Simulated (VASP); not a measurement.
CsPbBr₃ (cubic perovskite) relaxed at rising pressure, in one space group throughout; other phases were not tried. The pressures are those reached. Computed with LDA (Ceperley-Alder, Perdew-Zunger), VASP's LDA PAW potentials (set 64) (plane waves; VASP 6.6.1).

```json
[
 {"P (GPa)": "0.07", "V (Å³/atom)": "38.601", "k-mesh": "4×4×4"},
 {"P (GPa)": "5.01", "V (Å³/atom)": "33.638", "k-mesh": "4×4×4"},
 {"P (GPa)": "10.00", "V (Å³/atom)": "30.596", "k-mesh": "6×6×6"},
 {"P (GPa)": "19.92", "V (Å³/atom)": "27.204", "k-mesh": "6×6×6"},
 {"P (GPa)": "29.93", "V (Å³/atom)": "25.017", "k-mesh": "6×6×6"}
]
```

A change of mesh leaves a small step in the series.

Question: Fit an equation of state and predict the volume at 45.07 GPa.

Answer: Least squares on the third-order Birch-Murnaghan form, P = (3B0/2)(y⁷ − y⁵)[1 + (3/4)(B′ − 4)(y² − 1)] with y = (V0/V)^(1/3), gives V0 = 38.779 Å³/atom, B0 = 25 GPa and B′ = 4.6, and so 22.807 Å³/atom. The run gave 22.725 Å³/atom, -0.4 % from the fit.

Pressures at which the relaxation failed are left out.

The compound is CsPbBr3 in the cubic perovskite structure, the ideal cubic form; the compound distorts at low or room temperature.
